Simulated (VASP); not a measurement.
Calculation: PBEsol GGA, VASP's PBE PAW potentials (set 64) (plane waves; VASP 6.6.1).

A VASP calculation is set up with these files.

File POSCAR:
```
GaAs
1
    0.0000000000     2.8308376014     2.8308376014
    2.8308376014     0.0000000000     2.8308376014
    2.8308376014     2.8308376014     0.0000000000
Ga As
1 1
Direct
  0.0000000000   0.0000000000   0.0000000000
  0.7500000000   0.7500000000   0.7500000000
```

KPOINTS:
```
Automatic mesh
0
Gamma
9 9 9
0 0 0
```

### INCAR
```
! general
SYSTEM   =  GaAs
PREC     =  Normal
ENCUT    =  400   ! plane-wave cut-off (eV)
LREAL    =  .FALSE.   ! projection in real space or not
LASPH    =  .TRUE.   ! aspherical one-centre terms

! electronic loop
EDIFF    =  1E-5
NELM     =  100   ! most electronic steps
NELMIN   =  4
ALGO     =  Fast   ! Davidson, then RMM-DIIS
LMAXMIX  =  4   ! l cut-off of mixed one-centre charges

! smearing
ISMEAR   =  0   ! Gaussian
SIGMA    =  0.05

! functional
GGA      =  PS   ! PBEsol

! ions
IBRION   =  2   ! conjugate gradients
NSW      =  20
ISIF     =  2
EDIFFG   =  -0.03   ! ionic stop

! output
LWAVE    =  .FALSE.
LCHARG   =  .FALSE.
```

POTCAR, in this order: Ga_d As (PBE.64 set). Program: vasp_std.

### Question
What does the run give for the energy per atom (σ→0), band gap (on the k-mesh)?

### Answer

```json
{
 "energy per atom (σ→0)": "-4.544 eV/atom",
 "band gap (on the k-mesh)": "0.42 eV"
}
```

### OSZICAR
```
...
DAV:   5    -0.928701483341E+01   -0.11814E-02   -0.11813E-02  1085   0.983E-01    0.293E+00
RMM:   6    -0.912178668823E+01    0.16523E+00   -0.22380E-01  1027   0.515E+00    0.170E+00
RMM:   7    -0.909074163880E+01    0.31045E-01   -0.97727E-02   979   0.197E+00    0.575E-01
RMM:   8    -0.908873933462E+01    0.20023E-02   -0.13476E-02  1049   0.132E+00    0.107E-01
RMM:   9    -0.908882140113E+01   -0.82067E-04   -0.19512E-03  1051   0.545E-01    0.462E-02
RMM:  10    -0.908890836093E+01   -0.86960E-04   -0.48508E-04  1161   0.225E-01    0.143E-02
RMM:  11    -0.908890671060E+01    0.16503E-05   -0.86111E-05   990   0.110E-01
   1 F= -.90889067E+01 E0= -.90889067E+01  d E =-.908891E+01
```

The compound is GaAs in the zinc blende structure. It was relaxed first.
